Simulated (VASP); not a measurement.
Data:

```
AlN
1.0
    0.00000     2.17493     2.17493
    2.17493     0.00000     2.17493
    2.17493     2.17493     0.00000
Al N
1 1
Direct
  0.00000   0.00000   0.00000
  0.25000   0.25000   0.25000
```

Method: vdW-DF2, VASP's PBE PAW potentials (set 64) (plane waves; VASP). Run with 520 eV cut-off, 10×10×10 Γ-centred mesh, Gaussian smearing of 0.050 eV, potentials Al N.

### Question
The job: AlN (zinc blende), 2 atoms, vdW-DF2, static run, 520 eV, 10×10×10 Γ-centred mesh. Roughly how much core time does it take on a busy server core?

### Answer
About 30 core-seconds (one run on a shared machine, a rough figure). It had 47 irreducible k-points, 8 bands, up to 568 plane waves and 13 electronic steps.

The compound is AlN in the zinc blende structure, a metastable form; wurtzite is the usual one. This cell is one point of a volume scan, at 0.94 of the reference volume.
